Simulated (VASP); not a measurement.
Shape and ions are relaxed at each volume.

Given:

```
CELL_PARAMETERS angstrom
      1.13240    -1.96137     0.00000
      1.13240     1.96137     0.00000
      0.00000     0.00000     3.56694
ATOMIC_POSITIONS crystal
  Be 0.33333 0.66667 0.25000
  Be 0.66667 0.33333 0.75000
```

The numbers are results of SCAN meta-GGA, VASP's PBE PAW potentials (set 64) (plane waves; VASP 6.6.1), not measurements. Numerical set-up: 520 eV cut-off, 18×18×10 Γ-centred mesh, first-order Methfessel-Paxton smearing of 0.10 eV, potentials Be.

**Question.** Give the energy at these volumes per atom, relative to the lowest: 7.45, 7.69, 7.93, 8.16, 8.40 Å³.

**Answer.** 12.0, 2.8, 0.0, 2.7, 10.4 meV/atom. A third-order Birch-Murnaghan fit gives B0 = 125 GPa and B0′ = 3.3.

The compound is Be in the hcp structure. It was relaxed first.
